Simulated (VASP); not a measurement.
# GaB (P4/mmm) in VASP: notebook, part 2 of 2

VASP 6.6.1. Earlier steps stand in the parts before.

## 3. Band structure, AM05

Contents of POSCAR:

```
GaB
1.0
    2.7182400000      0.0000000000      0.0000000000
    0.0000000000      2.7182400000      0.0000000000
    0.0000000000      0.0000000000      3.2362100000
Ga B
1 1
Direct
    0.5000000000      0.5000000000      0.5000000000
    0.0000000000      0.0000000000      0.0000000000
```

Contents of INCAR.step1:

```
PREC     = Accurate       # precision mode
ENCUT    = 520            # plane-wave cutoff, eV
EDIFF    = 1E-6           # SCF threshold, eV
ISMEAR   = -1             # smearing method
SIGMA    = 0.05           # smearing width, eV
LREAL    = False          # projectors in reciprocal space
LASPH    = True           # aspherical terms in the spheres
NELM     = 60             # most SCF steps
ALGO     = Normal         # electronic algorithm
ISIF     = 2              # what is computed and relaxed
LWAVE    = False          # write WAVECAR
LCHARG   = True           # write CHGCAR
GGA      = AM             # functional
```

Contents of KPOINTS.step1:

```
regular mesh
0
Gamma
  10 10 8
```

Contents of INCAR.step2:

```
PREC     = Accurate       # precision mode
ENCUT    = 520            # plane-wave cutoff, eV
EDIFF    = 1E-6           # SCF threshold, eV
ISMEAR   = 0              # smearing method
SIGMA    = 0.05           # smearing width, eV
LREAL    = False          # projectors in reciprocal space
LASPH    = True           # aspherical terms in the spheres
NELM     = 60             # most SCF steps
ALGO     = Normal         # electronic algorithm
ISIF     = 2              # what is computed and relaxed
LWAVE    = False          # write WAVECAR
LCHARG   = False          # write CHGCAR
GGA      = AM             # functional
ICHARG   = 11             # starting density
```

Contents of KPOINTS.step2:

```
path GXMGZRAZ,XR,MA
20
line-mode
reciprocal
 0.0000000000  0.0000000000  0.0000000000  G
 0.0000000000  0.5000000000  0.0000000000  X

 0.0000000000  0.5000000000  0.0000000000  X
 0.5000000000  0.5000000000  0.0000000000  M

 0.5000000000  0.5000000000  0.0000000000  M
 0.0000000000  0.0000000000  0.0000000000  G

 0.0000000000  0.0000000000  0.0000000000  G
 0.0000000000  0.0000000000  0.5000000000  Z

 0.0000000000  0.0000000000  0.5000000000  Z
 0.0000000000  0.5000000000  0.5000000000  R

 0.0000000000  0.5000000000  0.5000000000  R
 0.5000000000  0.5000000000  0.5000000000  A

 0.5000000000  0.5000000000  0.5000000000  A
 0.0000000000  0.0000000000  0.5000000000  Z

 0.0000000000  0.5000000000  0.0000000000  X
 0.0000000000  0.5000000000  0.5000000000  R

 0.5000000000  0.5000000000  0.0000000000  M
 0.5000000000  0.5000000000  0.5000000000  A
```

Potentials or basis: VASP PAW PBE potentials, release 64 (Ga_d, B).

Started as:

```bash
$ cat potpaw_PBE.64/Ga_d/POTCAR potpaw_PBE.64/B/POTCAR > POTCAR
$ cp INCAR.step1 INCAR
$ cp KPOINTS.step1 KPOINTS
$ mpirun -np 1 vasp_std > vasp.out
$ cp INCAR.step2 INCAR
$ cp KPOINTS.step2 KPOINTS
$ mpirun -np 1 vasp_std > vasp.out
```

Run time: 52 s. Hardware: 1 thread of AMD EPYC 7R13 (Zen 3), shared host; peak memory 0.14 GiB.

The run converged. Its results:

| Item | Value |
| --- | --- |
| Band gap along the path | none (metal or under the smearing width) |

Levels at the corners of the path, in eV from the Fermi level:
```csv
point,band 6,band 7,band 8,band 9,band 10,band 11
Γ,-13.34,-1.66,1.95,2.73,2.73,9.10
X,-8.60,-8.27,1.96,5.14,5.54,5.55
X,-8.60,-8.27,1.96,5.14,5.54,5.55
M,-4.50,-4.50,-3.44,-1.97,3.36,7.68
M,-4.50,-4.50,-3.44,-1.97,3.36,7.68
Γ,-13.34,-1.66,1.95,2.73,2.73,9.10
Γ,-13.34,-1.66,1.95,2.73,2.73,9.10
Z,-9.96,-9.82,4.40,4.40,8.06,9.59
Z,-9.96,-9.82,4.40,4.40,8.06,9.59
R,-5.49,-5.36,-4.97,-4.23,5.55,10.31
R,-5.49,-5.36,-4.97,-4.23,5.55,10.31
A,-1.85,-1.32,-1.32,-0.41,0.09,0.09
A,-1.85,-1.32,-1.32,-0.41,0.09,0.09
Z,-9.96,-9.82,4.40,4.40,8.06,9.59
X,-8.60,-8.27,1.96,5.14,5.54,5.55
R,-5.49,-5.36,-4.97,-4.23,5.55,10.31
M,-4.50,-4.50,-3.44,-1.97,3.36,7.68
A,-1.85,-1.32,-1.32,-0.41,0.09,0.09
```

Caveat: the log is that of the step along the path at fixed density, whose energy, stress, charges and moments have no meaning; the PAW data sets were made with another functional, which shifts forces and pressure a little.

## 4. Band structure, PW91

POSCAR is that of step 3.

INCAR.step1, as its differences from that of step 3:

```diff
@@ -12,2 +12,2 @@
 LCHARG   = True           # write CHGCAR
-GGA      = AM             # functional
+GGA      = 91             # functional
```

KPOINTS.step1 is that of step 3.

INCAR.step2, as its differences from that of step 3:

```diff
@@ -12,3 +12,3 @@
 LCHARG   = False          # write CHGCAR
-GGA      = AM             # functional
+GGA      = 91             # functional
 ICHARG   = 11             # starting density
```

KPOINTS.step2 is that of step 3.

Started as:

```bash
$ cat potpaw_PBE.64/Ga_d/POTCAR potpaw_PBE.64/B/POTCAR > POTCAR
$ cp INCAR.step1 INCAR
$ cp KPOINTS.step1 KPOINTS
$ mpirun -np 1 vasp_std > vasp.out
$ cp INCAR.step2 INCAR
$ cp KPOINTS.step2 KPOINTS
$ mpirun -np 1 vasp_std > vasp.out
```

Run time: 48 s. Hardware: 1 thread of AMD EPYC 7R13 (Zen 3), shared host; peak memory 0.13 GiB.

The run converged. Its results:

| Property | Result |
| --- | --- |
| Band gap along the path | none (metal or under the smearing width) |

Levels at the corners of the path, in eV from the Fermi level:
```tsv
point	band 5	band 6	band 7	band 8	band 9	band 10	band 11	band 12
Γ	-14.83	-13.29	-1.66	1.91	2.70	2.70	9.23	9.65
X	-14.85	-8.58	-8.21	1.90	5.06	5.51	5.53	5.60
X	-14.85	-8.58	-8.21	1.90	5.06	5.51	5.53	5.60
M	-14.68	-4.43	-4.43	-3.52	-1.94	3.27	7.67	7.67
M	-14.68	-4.43	-4.43	-3.52	-1.94	3.27	7.67	7.67
Γ	-14.83	-13.29	-1.66	1.91	2.70	2.70	9.23	9.65
Γ	-14.83	-13.29	-1.66	1.91	2.70	2.70	9.23	9.65
Z	-14.82	-9.91	-9.79	4.33	4.33	7.94	9.60	9.61
Z	-14.82	-9.91	-9.79	4.33	4.33	7.94	9.60	9.61
R	-14.77	-5.42	-5.27	-5.04	-4.22	5.45	10.22	11.93
R	-14.77	-5.42	-5.27	-5.04	-4.22	5.45	10.22	11.93
A	-14.68	-2.01	-1.29	-1.29	-0.37	0.16	0.16	1.29
A	-14.68	-2.01	-1.29	-1.29	-0.37	0.16	0.16	1.29
Z	-14.82	-9.91	-9.79	4.33	4.33	7.94	9.60	9.61
X	-14.85	-8.58	-8.21	1.90	5.06	5.51	5.53	5.60
R	-14.77	-5.42	-5.27	-5.04	-4.22	5.45	10.22	11.93
M	-14.68	-4.43	-4.43	-3.52	-1.94	3.27	7.67	7.67
A	-14.68	-2.01	-1.29	-1.29	-0.37	0.16	0.16	1.29
```

Caveat: the log is that of the step along the path at fixed density, whose energy, stress, charges and moments have no meaning; the PAW data sets were made with another functional, which shifts forces and pressure a little.

## 5. Band structure, r2SCAN

Contents of INCAR:

```
PREC     = Accurate       # precision mode
ENCUT    = 520            # plane-wave cutoff, eV
EDIFF    = 1E-6           # SCF threshold, eV
ISMEAR   = -1             # smearing method
SIGMA    = 0.05           # smearing width, eV
LREAL    = False          # projectors in reciprocal space
LASPH    = True           # aspherical terms in the spheres
NELM     = 60             # most SCF steps
ALGO     = Normal         # electronic algorithm
ISIF     = 2              # what is computed and relaxed
LWAVE    = False          # write WAVECAR
LCHARG   = False          # write CHGCAR
METAGGA  = R2SCAN         # meta-GGA
LMIXTAU  = True
```

Contents of KPOINTS:

```
regular mesh
0
Gamma
  10 10 8
```

POSCAR is that of step 4.

Contents of KPOINTS_OPT:

```
path GXMGZRAZ,XR,MA
20
line-mode
reciprocal
 0.0000000000  0.0000000000  0.0000000000  G
 0.0000000000  0.5000000000  0.0000000000  X

 0.0000000000  0.5000000000  0.0000000000  X
 0.5000000000  0.5000000000  0.0000000000  M

 0.5000000000  0.5000000000  0.0000000000  M
 0.0000000000  0.0000000000  0.0000000000  G

 0.0000000000  0.0000000000  0.0000000000  G
 0.0000000000  0.0000000000  0.5000000000  Z

 0.0000000000  0.0000000000  0.5000000000  Z
 0.0000000000  0.5000000000  0.5000000000  R

 0.0000000000  0.5000000000  0.5000000000  R
 0.5000000000  0.5000000000  0.5000000000  A

 0.5000000000  0.5000000000  0.5000000000  A
 0.0000000000  0.0000000000  0.5000000000  Z

 0.0000000000  0.5000000000  0.0000000000  X
 0.0000000000  0.5000000000  0.5000000000  R

 0.5000000000  0.5000000000  0.0000000000  M
 0.5000000000  0.5000000000  0.5000000000  A
```

Started as:

```bash
$ cat potpaw_PBE.64/Ga_d/POTCAR potpaw_PBE.64/B/POTCAR > POTCAR
$ mpirun -np 1 vasp_std > vasp.out
```

It took 3 min on 1 thread of AMD EPYC 7R13 (Zen 3), shared host; peak memory 0.14 GiB.

It converged, with:

- Free energy: -16.1773 eV
- Pressure: -2.8 GPa
- Band gap along the path: none (metal or under the smearing width)

Stress tensor (GPa, compression positive):
```
-2.86  0.00  0.00
 0.00 -2.86  0.00
 0.00  0.00 -2.62
```

Levels at the corners of the path, in eV from the Fermi level:
```
point  band 5  band 6  band 7  band 8  band 9  band 10  band 11  band 12
    Γ  -15.35  -14.13   -1.80    2.10    2.97     2.97     9.75     9.88
    X  -15.39   -9.24   -8.63    2.04    5.58     5.85     5.89     6.06
    X  -15.39   -9.24   -8.63    2.04    5.58     5.85     5.89     6.06
    M  -15.20   -4.78   -4.78   -3.85   -1.83     3.58     8.26     8.26
    M  -15.20   -4.78   -4.78   -3.85   -1.83     3.58     8.26     8.26
    Γ  -15.35  -14.13   -1.80    2.10    2.97     2.97     9.75     9.88
    Γ  -15.35  -14.13   -1.80    2.10    2.97     2.97     9.75     9.88
    Z  -15.35  -10.54  -10.42    4.77    4.77     8.74    10.15    10.15
    Z  -15.35  -10.54  -10.42    4.77    4.77     8.74    10.15    10.15
    R  -15.30   -5.79   -5.62   -5.51   -4.31     6.03    11.05    12.92
    R  -15.30   -5.79   -5.62   -5.51   -4.31     6.03    11.05    12.92
    A  -15.20   -2.21   -1.42   -1.42   -0.41     0.09     0.09     1.67
    A  -15.20   -2.21   -1.42   -1.42   -0.41     0.09     0.09     1.67
    Z  -15.35  -10.54  -10.42    4.77    4.77     8.74    10.15    10.15
    X  -15.39   -9.24   -8.63    2.04    5.58     5.85     5.89     6.06
    R  -15.30   -5.79   -5.62   -5.51   -4.31     6.03    11.05    12.92
    M  -15.20   -4.78   -4.78   -3.85   -1.83     3.58     8.26     8.26
    A  -15.20   -2.21   -1.42   -1.42   -0.41     0.09     0.09     1.67
```

Caveat: the PAW data sets were made with another functional, which shifts forces and pressure a little.
